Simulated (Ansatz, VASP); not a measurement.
# One calculation of Ag3F, two programs

The input INCAR:

```
SYSTEM = Ag3F
PREC = Accurate ; ENCUT = 520
EDIFF = 1E-6 ; ISMEAR = 0
SIGMA = 0.1 ; LREAL = .FALSE.
LASPH = .TRUE. ; NELM = 100
ALGO = Normal ; ISIF = 2
LWAVE = .FALSE. ; LCHARG = .TRUE.
GGA = PE ; LELF = .TRUE.
LVHAR = .TRUE. ; NBANDS = 50
```

The input KPOINTS:

```
Automatic mesh
0
G
  6 6 4
  0 0 0
```

POSCAR

```
Ag3F
1.0
    5.8094883503      0.0000000000      0.0000000000
   -2.9047441752      5.0311644944      0.0000000000
    0.0000000000      0.0000000000      4.5763350000
Ag F
6 2
Direct
    0.3346690000      0.1673345000      0.7500000000
    0.8326655000      0.1673345000      0.7500000000
    0.8326655000      0.6653310000      0.7500000000
    0.6653310000      0.8326655000      0.2500000000
    0.1673345000      0.8326655000      0.2500000000
    0.1673345000      0.3346690000      0.2500000000
    0.6666666700      0.3333333300      0.2500000000
    0.3333333300      0.6666666700      0.7500000000
```

Input for Ansatz:

```yaml
crystal:
  lattice:
    - [5.8094883503, 0.0, 0.0]
    - [-2.9047441752, 5.0311644944, 0.0]
    - [0.0, 0.0, 4.576335]
  atoms:
    - { symbol: Ag, position: [0.334669, 0.1673345, 0.75] }
    - { symbol: Ag, position: [0.8326655, 0.1673345, 0.75] }
    - { symbol: Ag, position: [0.8326655, 0.665331, 0.75] }
    - { symbol: Ag, position: [0.665331, 0.8326655, 0.25] }
    - { symbol: Ag, position: [0.1673345, 0.8326655, 0.25] }
    - { symbol: Ag, position: [0.1673345, 0.334669, 0.25] }
    - { symbol: F, position: [0.66666667, 0.33333333, 0.25] }
    - { symbol: F, position: [0.33333333, 0.66666667, 0.75] }
basis:
  ecutwfc: 420
kpoints:
  mp_grid: { grid: [6, 6, 4] }
hamiltonian:
  xc: pbe
scf:
  occupations: { method: gaussian, width: 0.1 }
  lower_state_search: "off"
output:
  forces: true
  stress: true
  eigenvalues: true
```

Alike in both runs: task single point; functional PBE; k mesh 6 × 6 × 4; occupations gaussian, width 0.1 eV; no spin polarisation.

|  | VASP | Ansatz |
| --- | --- | --- |
| version | VASP 6.6.1 | Ansatz 0.2.0 |
| potentials or method | VASP PAW PBE potentials, release 64 (Ag, F) | scalar-relativistic, plane waves, PAW |
| plane-wave cutoff (eV) | 520 | 420 |
| valence electrons in the cell | 80 | 128 |

|  | VASP | Ansatz | Ansatz less VASP |
| --- | --- | --- | --- |
| gap on the k mesh at the Fermi level (eV) | none | none | - |
| pressure (GPa) | -0.7 | -0.5 | +0.19 |
| largest component of the traceless stress (GPa) | 0.58 | 0.56 | -0.020 |
| rms of the force components (eV/Å) | 0.004 | 0.002 | -0.0021 |

Atom by atom the forces differ by 0.002 eV/Å (rms over components). A gap of «none» marks a metal or a gap that the smearing closes. The two sets of potentials don't hold the same shells in valence.
